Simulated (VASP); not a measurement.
Method: G0W0 on PBE orbitals, VASP's PBE PAW potentials (set 64) (plane waves; VASP 6.6.1).

VASP input:

INCAR:
```
! general
SYSTEM       =  BAs
PREC         =  Normal
ENCUT        =  500
LREAL        =  .FALSE.
LASPH        =  .TRUE.
NBANDS       =  100

! electronic loop
ALGO         =  EVGW0

! smearing
ISMEAR       =  0
SIGMA        =  0.01

! functional
GGA          =  PE

! output
LWAVE        =  .FALSE.
LCHARG       =  .FALSE.

! other
NELMGW       =  1
NOMEGA       =  64
ENCUTGW      =  150
NBANDSGW     =  12
LSPECTRALGW  =  .TRUE.
```

**POSCAR**
```
BAs
1
    0.0000000000     2.3900000000     2.3900000000
    2.3900000000     0.0000000000     2.3900000000
    2.3900000000     2.3900000000     0.0000000000
B As
1 1
Direct
  0.0000000000   0.0000000000   0.0000000000
  0.2500000000   0.2500000000   0.2500000000
```

**KPOINTS**
```
Automatic
0
Gamma
 4 4 4
0 0 0
```

POTCAR, in this order: B_GW As_GW (PBE.64 set). Program: vasp_std. Read from the step before: WAVECAR, WAVEDER.

Output of the run:

File OSZICAR:
```
energies w=
    0.000    0.000    0.603    0.000    1.205    0.000    1.804    0.000
    2.399    0.000    2.989    0.000    3.573    0.000    4.150    0.000
    4.720    0.000    5.282    0.000    5.837    0.000    6.384    0.000
    6.923    0.000    7.455    0.000    7.981    0.000    8.500    0.000
    9.014    0.000    9.523    0.000   10.028    0.000   10.531    0.000
   11.032    0.000   11.532    0.000   12.032    0.000   12.534    0.000
   13.038    0.000   13.547    0.000   14.060    0.000   14.581    0.000
   15.110    0.000   15.649    0.000   16.201    0.000   16.767    0.000
   17.348    0.000   17.949    0.000   18.572    0.000   19.219    0.000
   19.894    0.000   20.602    0.000   21.346    0.000   22.131    0.000
   22.965    0.000   23.854    0.000   24.805    0.000   25.829    0.000
   26.937    0.000   28.143    0.000   29.464    0.000   30.919    0.000
   32.535    0.000   34.342    0.000   36.380    0.000   38.701    0.000
   41.369    0.000   44.475    0.000   48.136    0.000   52.520    0.000
   57.864    0.000   64.523    0.000   73.043    0.000   84.322    0.000
   99.939    0.000  122.954    0.000  160.174    0.000  230.431    0.000
NQ=   1    0.0000    0.0000    0.0000,
 performed         68000 updates of chi_q(r,r)
NQ=   2    0.2500    0.0000    0.0000,
 performed        203000 updates of chi_q(r,r)
NQ=   3    0.5000    0.0000    0.0000,
 performed        319000 updates of chi_q(r,r)
NQ=   4    0.2500    0.2500    0.0000,
 performed        454000 updates of chi_q(r,r)
NQ=   5    0.5000    0.2500    0.0000,
 performed        642000 updates of chi_q(r,r)
NQ=   6   -0.2500    0.2500    0.0000,
 performed        811000 updates of chi_q(r,r)
NQ=   7    0.5000    0.5000    0.0000,
 performed        912000 updates of chi_q(r,r)
NQ=   8   -0.2500    0.5000    0.2500,
 performed       1042000 updates of chi_q(r,r)
 resolving degeneracies of screened two electron integrals
```

OUTCAR:
```


 k-point   1 :       0.0000    0.0000    0.0000
  band No.  KS-energies  QP-energies   sigma(KS)   V_xc(KS)     V^pw_x(r,r')   Z            occupation Imag(sigma)

      1      -9.2164      -9.9740     -12.7027     -11.6469     -19.5729       0.7176       2.0000       1.2293
      2       6.1827       5.6853     -13.2222     -12.5917     -14.3070       0.7889       2.0000       0.0418
      3       6.1827       5.6853     -13.2222     -12.5917     -14.3070       0.7889       2.0000       0.0418
      4       6.1827       5.6853     -13.2222     -12.5917     -14.3070       0.7889       2.0000       0.0418
      5       9.4395       9.7397     -10.9949     -11.3769      -6.5768       0.7857       0.0000      -0.0714
      6       9.4395       9.7397     -10.9949     -11.3769      -6.5768       0.7857       0.0000      -0.0714
      7       9.4395       9.7397     -10.9949     -11.3769      -6.5768       0.7857       0.0000      -0.0714
      8      10.8218      11.3844     -11.8674     -12.6081      -6.4580       0.7595       0.0000      -0.1082
      9      15.7379      15.7147      -8.9185      -8.8890      -3.0314       0.7885       0.0000      -0.2687
     10      19.1018      19.1200     -10.3781     -10.4014      -4.3606       0.7782       0.0000      -0.3221
     11      19.1018      19.1200     -10.3781     -10.4014      -4.3606       0.7782       0.0000      -0.3221
     12      20.5156      20.5171      -9.0038      -9.0057      -2.4923       0.7867       0.0000      -0.5179

 k-point   2 :       0.2500    0.0000    0.0000
  band No.  KS-energies  QP-energies   sigma(KS)   V_xc(KS)     V^pw_x(r,r')   Z            occupation Imag(sigma)

      1      -8.2157      -8.9070     -12.7222     -11.7454     -19.2691       0.7077       2.0000       1.0794
      2       1.2400       0.5977     -12.6648     -11.8164     -15.3152       0.7570       2.0000       0.1211
      3       5.0318       4.5082     -13.0152     -12.3485     -14.4100       0.7855       2.0000       0.0499
      4       5.0318       4.5082     -13.0152     -12.3485     -14.4100       0.7855       2.0000       0.0499
      5       9.2218       9.5369     -11.2023     -11.6061      -6.5563       0.7804       0.0000      -0.0761
      6      10.8151      11.1222     -11.0329     -11.4278      -6.2004       0.7777       0.0000      -0.0918
      7      10.8151      11.1222     -11.0329     -11.4278      -6.2004       0.7777       0.0000      -0.0918
      8      14.0613      14.4230     -11.2672     -11.7498      -5.1356       0.7494       0.0000      -0.2089
      9      17.3837      17.3797      -9.8401      -9.8349      -3.9818       0.7808       0.0000      -0.2935
     10      17.3837      17.3797      -9.8401      -9.8349      -3.9818       0.7808       0.0000      -0.2935
     11      17.4473      17.4616      -9.0608      -9.0793      -2.9614       0.7780       0.0000      -0.3387
     12      20.8435      20.9477      -9.6980      -9.8345      -2.9947       0.7635       0.0000      -0.5451

 k-point   3 :       0.5000    0.0000    0.0000
  band No.  KS-energies  QP-energies   sigma(KS)   V_xc(KS)     V^pw_x(r,r')   Z            occupation Imag(sigma)

      1      -6.3482      -6.9619     -12.9682     -12.1273     -18.8289       0.7298       2.0000       0.8237
      2      -2.6050      -3.3342     -12.2546     -11.2484     -16.6062       0.7246       2.0000       0.3759
      3       4.3595       3.7995     -13.0417     -12.3238     -14.7380       0.7801       2.0000       0.0578
      4       4.3595       3.7995     -13.0417     -12.3238     -14.7380       0.7801       2.0000       0.0578
      5       8.8466       9.1338     -11.2381     -11.6056      -6.6325       0.7815       0.0000      -0.0730
      6      10.9427      11.1842     -10.5611     -10.8693      -5.6535       0.7836       0.0000      -0.0959
      7      10.9427      11.1842     -10.5611     -10.8693      -5.6535       0.7836       0.0000      -0.0959
      8      15.0358      15.1087      -9.5153      -9.6113      -3.2567       0.7609       0.0000      -0.2501
      9      18.8801      19.0968     -10.1052     -10.3926      -3.3576       0.7536       0.0000      -0.4185
     10      20.7209      20.8793     -10.4451     -10.6538      -3.5476       0.7585       0.0000      -0.5661
     11      20.7209      20.8793     -10.4451     -10.6538      -3.5476       0.7585       0.0000      -0.5661
     12      22.4382      22.7111     -11.1106     -11.4742      -3.7320       0.7505       0.0000      -0.8099

 k-point   4 :       0.2500    0.2500    0.0000
  band No.  KS-energies  QP-energies   sigma(KS)   V_xc(KS)     V^pw_x(r,r')   Z            occupation Imag(sigma)

      1      -7.8712      -8.5417     -12.7093     -11.7712     -19.1513       0.7147       2.0000       1.0343
      2       2.0790       1.4727     -13.2118     -12.4184     -15.6240       0.7641       2.0000       0.1013
      3       3.4754       2.8883     -12.7254     -11.9680     -14.6021       0.7752       2.0000       0.0675
      4       3.4754       2.8883     -12.7254     -11.9680     -14.6021       0.7752       2.0000       0.0675
      5       7.8230       7.9552     -10.4430     -10.6095      -6.2509       0.7937       0.0000      -0.0620
      6      10.6803      10.8501     -10.1399     -10.3570      -5.0859       0.7824       0.0000      -0.0965
      7      13.5565      13.9438     -11.4905     -11.9983      -5.8330       0.7625       0.0000      -0.1737
      8      13.5565      13.9438     -11.4905     -11.9983      -5.8330       0.7625       0.0000      -0.1737
      9      16.4333      16.6898     -10.9976     -11.3345      -4.6689       0.7616       0.0000      -0.3140
     10      19.9712      20.1850      -9.7745     -10.0522      -3.2500       0.7702       0.0000      -0.4880
     11      20.5919      20.6314     -10.3869     -10.4378      -4.0759       0.7750       0.0000      -0.4466
     12      23.4531      23.3819      -9.3084      -9.2159      -2.4138       0.7690       0.0000      -0.7512

 k-point   5 :       0.5000    0.2500    0.0000
  band No.  KS-energies  QP-energies   sigma(KS)   V_xc(KS)     V^pw_x(r,r')   Z            occupation Imag(sigma)

      1      -5.9426      -6.5394     -12.9167     -12.0937     -18.6055       0.7252       2.0000       0.7531
      2      -1.5371      -2.2515     -12.7488     -11.7715     -16.7288       0.7310       2.0000       0.2888
      3       1.4447       0.7843     -12.3996     -11.5363     -14.8606       0.7649       2.0000       0.1129
      4       3.0031       2.3910     -12.7630     -11.9690     -14.8574       0.7708       2.0000       0.0752
      5       8.5552       8.6643     -10.2066     -10.3443      -5.7493       0.7919       0.0000      -0.0694
      6      12.0073      12.3116     -10.7494     -11.1446      -5.3194       0.7700       0.0000      -0.1274
      7      13.8324      14.0742     -10.9963     -11.3131      -5.3462       0.7630       0.0000      -0.1758
      8      14.0684      14.4007     -11.0709     -11.5079      -5.2235       0.7605       0.0000      -0.1966
      9      18.1582      18.4078     -10.8370     -11.1693      -3.9246       0.7509       0.0000      -0.4332
     10      21.1551      21.2319     -10.4391     -10.5381      -3.6414       0.7755       0.0000      -0.5829
     11      21.8814      22.1024     -10.4499     -10.7417      -3.3154       0.7573       0.0000      -0.6912
     12      23.2257      23.3136     -10.0221     -10.1384      -3.0999       0.7561       0.0000      -0.7159

 k-point   6 :      -0.2500    0.2500    0.0000
  band No.  KS-energies  QP-energies   sigma(KS)   V_xc(KS)     V^pw_x(r,r')   Z            occupation Imag(sigma)

      1      -6.6990      -7.3432     -12.8385     -11.9528     -18.8258       0.7274       2.0000       0.8680
      2      -0.4631      -1.1404     -12.9041     -11.9855     -16.4151       0.7374       2.0000       0.2089
      3       1.0885       0.4158     -12.2040     -11.3209     -14.7657       0.7618       2.0000       0.1218
      4       4.2127       3.6497     -12.9479     -12.2265     -14.6166       0.7803       2.0000       0.0582
      5       9.6750       9.9089     -10.5973     -10.8956      -5.8645       0.7841       0.0000      -0.0800
      6      12.2729      12.6360     -11.0578     -11.5328      -5.6350       0.7645       0.0000      -0.1357
      7      13.1262      13.4863     -11.0182     -11.4871      -5.4406       0.7679       0.0000      -0.1539
      8      13.5512      13.7783     -10.9976     -11.2975      -5.1737       0.7574       0.0000      -0.1784
      9      16.5221      16.4818      -9.8101      -9.7589      -4.1999       0.7873       0.0000      -0.2449
     10      18.3017      18.4387     -10.3180     -10.4993      -3.6980       0.7560       0.0000      -0.4180
     11      21.7776      22.0639     -10.5999     -10.9786      -3.3439       0.7561       0.0000      -0.7028
     12      23.5025      23.4134      -9.4944      -9.3778      -2.6779       0.7646       0.0000      -0.6715

 k-point   7 :       0.5000    0.5000    0.0000
  band No.  KS-energies  QP-energies   sigma(KS)   V_xc(KS)     V^pw_x(r,r')   Z            occupation Imag(sigma)

      1      -5.0332      -5.5533     -12.9616     -12.2448     -18.2260       0.7256       2.0000       0.6053
      2      -2.3457      -3.0990     -12.8847     -11.8321     -17.3669       0.7156       2.0000       0.3737
      3       2.1001       1.4564     -12.6757     -11.8325     -15.1095       0.7634       2.0000       0.0924
      4       2.1001       1.4564     -12.6757     -11.8325     -15.1095       0.7634       2.0000       0.0924
      5       7.5962       7.5627     -10.0898     -10.0477      -5.8207       0.7955       0.0000      -0.0637
      6       7.6077       7.7100      -9.8725     -10.0003      -5.5888       0.7999       0.0000      -0.0632
      7      17.5233      17.9630     -11.7166     -12.3151      -4.4983       0.7348       0.0000      -0.4597
      8      17.5233      17.9630     -11.7166     -12.3151      -4.4983       0.7348       0.0000      -0.4597
      9      19.0321      19.4202     -11.1563     -11.6832      -3.8665       0.7365       0.0000      -0.5044
...
```
(Selected blocks of OUTCAR.)

The mesh is coarse and the basis finite, so the quasiparticle values are not converged.

The compound is BAs in the zinc blende structure. The cell was not relaxed at this level. The k-mesh is coarse (spacing up to 0.57 per Å, 2π included), so the numbers may not be converged in it.
